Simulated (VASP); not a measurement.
Level of theory: PBEsol GGA, VASP's PBE PAW potentials (set 64) (plane waves; VASP).

Input for VASP

POSCAR:
```
CrB
1
    2.8990000000     0.0000000000     0.0000000000
    0.0000000000     2.8990000000     0.0000000000
    0.0000000000     0.0000000000     2.8990000000
Cr B
1 1
Direct
  0.0000000000   0.0000000000   0.0000000000
  0.5000000000   0.5000000000   0.5000000000
```

File KPOINTS:
```
Automatic mesh
0
Gamma
11 11 11
0 0 0
```

INCAR:
```
SYSTEM = CrB
PREC = Accurate
ENCUT = 520
EDIFF = 1E-6
NELM = 100
ALGO = Normal
LREAL = .FALSE.
LASPH = .TRUE.
ISMEAR = 1
SIGMA = 0.1
GGA = PS
LMAXMIX = 4
ISPIN = 2
MAGMOM = 3.0 0.0
LORBIT = 10
LWAVE = .FALSE.
LCHARG = .FALSE.
IBRION = 2
ISIF = 3
NSW = 60
EDIFFG = -0.01
```

POTCAR, in this order: Cr_pv B (PBE.64 set). Program: vasp_std.

Question: What will the output report for the number of irreducible k-points (NKPTS), number of bands (NBANDS), largest plane-wave count, number of space-group operations, FFT grid (NGX, NGY, NGZ)?

Answer: 
```json
{
  "number of irreducible k-points (NKPTS)": "56",
  "number of bands (NBANDS)": "13",
  "largest_plane_wave_count": "691",
  "number_of_space_group_operations": "48",
  "FFT grid (NGX, NGY, NGZ)": "24 × 24 × 24"
}
```

The structure was generated: CrB was put into the CsCl type type (Pm-3m), which need not be its known phase. This run relaxes it. Symmetry was kept, so distortions that lower it aren't found.
